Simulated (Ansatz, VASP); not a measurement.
# Tl (ladder Tl chain) in two plane-wave programs, part 2 of 2

One calculation is typed for both programs; each brings its own data sets. How far apart do they land? The structure shown is the start of the Ansatz relaxation below; VASP solves that cell, so the two are compared at the walk's first step.

VASP 6.6.1 and Ansatz 0.2.0.

So far. Step 4 (Comparison): The forces differ by 3.9 meV/Å r.m.s., which is 0.3 % of the r.m.s. force of 1.489 eV/Å (both taken over all components).

### 7. Differences

What differs besides the data sets and the points named for the pairs above, as far as they apply: the two LDA forms differ slightly; VASP's log shows a relativistic correction to its local exchange, Ansatz's none. Total energies have different zeros and are not compared.

Forces (eV/Å; atoms numbered as in POSCAR):

| atom | Ansatz x, y, z | VASP x, y, z |
| --- | --- | --- |
| Tl1 | -1.978, 0.000, 0.000 | -2.004, 0.000, 0.000 |
| Tl2 | 1.978, 0.000, 0.000 | 2.004, 0.000, 0.000 |

The forces differ by 15 meV/Å r.m.s., which is 1.3 % of the r.m.s. force of 1.157 eV/Å (both taken over all components). Moments aren't recorded for both runs of this pair, so they may hold unlike magnetic states.

### 8. Ansatz: relaxation, PBEsol

The two programs are compared at the cell with which this relaxation starts, whose forces are those of its first step.

The structure compared here is the start of the Ansatz relaxation; VASP solves that cell, so the two are compared at the walk's first step.

input.yaml

```yaml
crystal:
  lattice:
    - [9.0, 0.0, 0.0]
    - [0.0, 7.5, 0.0]
    - [0.0, 0.0, 2.83765]
  atoms:
    - { symbol: Tl, position: [0.365311111, 0.5, 0.0], spin: 0.5 }
    - { symbol: Tl, position: [0.634688889, 0.5, 0.5], spin: 0.5 }
magnetization:
  spin_polarized: true
kpoints:
  mp_grid: { grid: [1, 1, 29] }
scf:
  occupations: { method: fermi_dirac, width: 0.05 }
hamiltonian:
  xc: pbesol
relax:
  cell: { fix: [a, b, alpha, beta, gamma] }
  max_steps: 60
```

Started as:

```sh
> ansatz run input.yaml --threads 4 --pin off --max-ram 8192MiB --backend cpu --events-out ev --progress --plain --runs-dir out
```

Numbers of over 12 decimals in the logs are rounded to 6 here.

Output:

```text
[...]
Crystal: 2 atoms, lattice volume = 191.541 Å³
Basis set: ecut = 420 eV, 3755 PW (Γ), exchange–correlation on 128×108×40 points (8 copies of the dense FFT grid, shifted against one another)
Bands: 18, of which v1, the nominal top of the filled ones, is band 13 counted from 1 (12 counted from 0)
Symmetry: 8 space group operations
[...]
0.000000       0.239937       0.000000
        0.000000       0.000000      -0.029549
  P = ⅓ Tr σ = -0.1951 GPa (-1.951 kbar)
--- Relaxed structure (5 steps of the walk, 5 accepted, 1 SCFs on fresh bases) ---
[...]
cell:  # Å, volume = 199.3999 Å³
    - [9.0, 0.0, 0.0]
    - [0.0, 7.5, 0.0]
    - [0.0, 0.0, 2.954073]
  atoms:
    - { symbol: Tl, position: [0.333863, 0.5, 0.0] }
    - { symbol: Tl, position: [0.666137, 0.5, 0.5] }
[key lines of the parts left out:]
SCF converged after 6 iterations
Magnetization: -0.0000 μB (13.0000 up, 13.0000 down)
Free energy (F): -22589.974156 eV
Fermi energy:    0.304383 eV
```

### 9. VASP: single point, PBEsol, start cell

The same cell, functional, mesh and smearing now go to VASP, with its own data sets.

INCAR

```
SYSTEM = Tl
PREC = Accurate
ENCUT = 400
EDIFF = 1E-06
NELM = 200
ISMEAR = -1
SIGMA = 0.05
LREAL = .FALSE.
ALGO = Normal
GGA = PS
NBANDS = 20
ISPIN = 2
MAGMOM = -0 -0
LORBIT = 11
LWAVE = .FALSE.
LCHARG = .FALSE.
ISIF = 2
LASPH = .TRUE.
GGA_COMPAT = .FALSE.
KPAR = 2
```

POSCAR

```
Tl
1.0
    9.0000000000      0.0000000000      0.0000000000
    0.0000000000      7.5000000000      0.0000000000
    0.0000000000      0.0000000000      2.8376500000
Tl
2
Direct
    0.3653111111      0.5000000000      0.0000000000
    0.6346888889      0.5000000000      0.5000000000
```

KPOINTS

```
Automatic mesh
0
Gamma
1 1 29
0 0 0
```

PAW data sets: Tl_d (PBE family, release 64).

Started as:

```sh
> mpirun -np 2 vasp_std
```

Output:

```text
[banner, memory and clock lines left out]
running    2 mpi-ranks, on    1 nodes
[...]
|                                                                             |
|               ----> ADVICE to this user running VASP <----                  |
|                                                                             |
|     You enforced a specific xc type in the INCAR file but a different       |
|     [... a line on the potential file left out ...]
|     I HOPE YOU KNOW WHAT YOU ARE DOING!                                     |
|                                                                             |

 LDA part: xc-table for (Slater+PW92), standard interpolation
 POSCAR, INCAR and KPOINTS ok, starting setup
[...]
entering main loop
       N       E                     dE             d eps       ncg     rms          rms(c)
DAV:   1     0.105899311913E+03    0.10590E+03   -0.10638E+04  1360   0.832E+02
DAV:   2    -0.592593041099E+00   -0.10649E+03   -0.10394E+03  1400   0.190E+02
DAV:   3    -0.345689155441E+01   -0.28643E+01   -0.28418E+01  1392   0.289E+01
DAV:   4    -0.349400702522E+01   -0.37115E-01   -0.37112E-01  1480   0.348E+00
[...]
DAV:  15    -0.333801640716E+01   -0.10792E-04   -0.44451E-06  1064   0.670E-03    0.151E-03
DAV:  16    -0.333801785615E+01   -0.14490E-05   -0.42527E-07   960   0.242E-03    0.759E-04
DAV:  17    -0.333801809728E+01   -0.24114E-06   -0.11059E-07   960   0.143E-03
   1 F= -.33380181E+01 E0= -.33291927E+01  d E =-.176508E-01  mag=     0.0000
```

From OUTCAR (step 9):

```text
  Total        4.8370411      0.2945353      4.5243483      0.0000000      0.0000000      0.0000000
  in kB       40.4601752      2.4636855     37.8446082      0.0000000      0.0000000      0.0000000
  external PRESSURE =      26.9228230 kB  Pullay stress =       0.0000000 kB

 POSITION                                       TOTAL-FORCE (eV/Angst)
 -----------------------------------------------------------------------------------
      3.28780      3.75000      0.00000        -2.205524      0.000000      0.000000
      5.71220      3.75000      1.41883         2.205524      0.000000      0.000000
 -----------------------------------------------------------------------------------
    total drift:                                0.000000     -0.000000     -0.000000

  FREE ENERGIE OF THE ION-ELECTRON SYSTEM (eV)
  ---------------------------------------------------
  free  energy   TOTEN  =        -3.3380180973 eV

  energy  without entropy=       -3.3203672588  energy(sigma->0) =       -3.32919268

[... 3 parts as in an earlier step ...]

[... 1 further part left out ...]
[key lines of the parts left out:]
E-fermi :  -0.8902
```

### 10. Comparison

What differs besides the data sets and the points named for the pairs above, as far as they apply: Ansatz makes its cores anew for this functional, VASP keeps those of its PBE data sets. Total energies have different zeros and are not compared.

Forces (eV/Å; atoms numbered as in POSCAR):

| atom | Ansatz x, y, z | VASP x, y, z |
| --- | --- | --- |
| Tl1 | -2.198, 0.000, 0.000 | -2.206, 0.000, 0.000 |
| Tl2 | 2.198, 0.000, 0.000 | 2.206, 0.000, 0.000 |

The forces differ by 4.6 meV/Å r.m.s., which is 0.4 % of the r.m.s. force of 1.273 eV/Å (both taken over all components). Moments aren't recorded for both runs of this pair, so they may hold unlike magnetic states.

### 11. Outcome

```json
{"r.m.s. force difference (single point, PBE, start cell)": "0.26 % of the r.m.s. force", "r.m.s. force difference (single point, LDA, start cell)": "1.3 % of the r.m.s. force", "r.m.s. force difference (single point, PBEsol, start cell)": "0.36 % of the r.m.s. force"}
```

In words: The r.m.s. force difference is 1.3 % of the r.m.s. force (single point, LDA, start cell), within the 3 % picked in this series as the mark of a large difference. 7 further runs of this series are not shown here. How closely two codes agree says nothing of how well the functional describes the real material.

[Lines on the potential files, build, host, timing and source positions are cut from VASP's logs without a mark.]

[Logs are printed without paths, hosts, clocks, repeated set-up lines and the standing remarks that a program may print on its own settings, such as how far it seeks lower states.]

[Hosts, paths, dates, database ids (printed as entryN), source tags and the programs' standing remarks are cut or masked in the printed files.]
